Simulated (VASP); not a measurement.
Data:

```yaml
crystal:
  lattice:
    - [0.00000, 3.17088, 3.17088]
    - [3.17088, 0.00000, 3.17088]
    - [3.17088, 3.17088, 0.00000]
  atoms:
    - { symbol: Sn, position: [0.00000, 0.00000, 0.00000] }
    - { symbol: Te, position: [0.50000, 0.50000, 0.50000] }
```

Calculation: PBE GGA, VASP's PBE PAW potentials (set 64) (plane waves; VASP 6.6.1). Run with 520 eV cut-off, 7×7×7 Γ-centred mesh, Gaussian smearing of 0.050 eV, potentials Sn_d Te.

Give the stress tensor in GPa (positive for a compressed cell).

```
1.30  0.00  0.00
0.00  1.30  0.00
0.00  0.00  1.30
```
The pressure is its mean diagonal, 1.30 GPa.

The compound is SnTe in the rock salt structure, which distorts at low temperature. This cell is one point of a volume scan, at 0.97 of the reference volume.
